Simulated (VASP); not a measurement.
A VASP calculation is set up with these files.

POSCAR:
```
Ga
1
    2.2302751190    -3.8348080540     0.0000000000
    2.2302751190     3.8348080540     0.0000000000
    0.0000000000     0.0000000000     4.6169924133
Ga
4
Direct
  0.1557018483   0.8442981517   0.9181997463
  0.3442981517   0.6557018483   0.4181997463
  0.6557018483   0.3442981517   0.5818002537
  0.8442981517   0.1557018483   0.0818002537
```

**INCAR**
```
ALGO=Normal   # blocked Davidson
LASPH=T
NELM=100
LWAVE=F
NSW=30   # most ionic steps
SYSTEM=Ga
EDIFF=1E-7   # SCF stop (eV)
IBRION=2   # conjugate gradients
PREC=Accurate
GGA=PE
LCHARG=F
LREAL=F   # projection in real space or not
LMAXMIX=4
ISIF=2   # forces and stress, cell fixed
ISMEAR=1   # Methfessel-Paxton
ENCUT=480
EDIFFG=-0.01   # ionic stop
SIGMA=0.1   # width (eV)
```

**KPOINTS**
```
Automatic mesh
0
Gamma
8 8 6
0 0 0
```

POTCAR, in this order: Ga_d (PBE.64 set). Program: vasp_std.

Problem. Translate this PBE calculation to Ansatz.

Solution. One equivalent input (not run):
Ansatz 0.2 input:
```yaml
crystal:
  lattice:
    - [2.2302751, -3.8348081, 0.0000000]
    - [2.2302751, 3.8348081, 0.0000000]
    - [0.0000000, 0.0000000, 4.6169924]
  atoms:
    - { symbol: Ga, position: [0.1557018, 0.8442982, 0.9181997] }
    - { symbol: Ga, position: [0.3442982, 0.6557018, 0.4181997] }
    - { symbol: Ga, position: [0.6557018, 0.3442982, 0.5818003] }
    - { symbol: Ga, position: [0.8442982, 0.1557018, 0.0818003] }
kpoints:
  mp_grid: { grid: [8, 8, 6] }
hamiltonian:
  xc: pbe
  pseudopotentials: { kind: paw }
scf:
  occupations: { method: methfessel_paxton, width: 0.1 }
  max_iter: 100
relax:
  max_steps: 30
  f_tol: 0.01
output: { forces: true, stress: true, eigenvalues: true }
```
Limits of the translation: each code has its own PAW files, so the cut-off isn't converted (ENCUT is set for VASP's; basis.ecutwfc is left out, and Ansatz then takes the one that its files recommend); Ansatz stops its SCF on the density residual and VASP on the energy change (EDIFF).

The compound is Ga in the alpha structure. This cell was strained or had an atom moved on purpose. Symmetry was kept, so distortions that lower it aren't found.
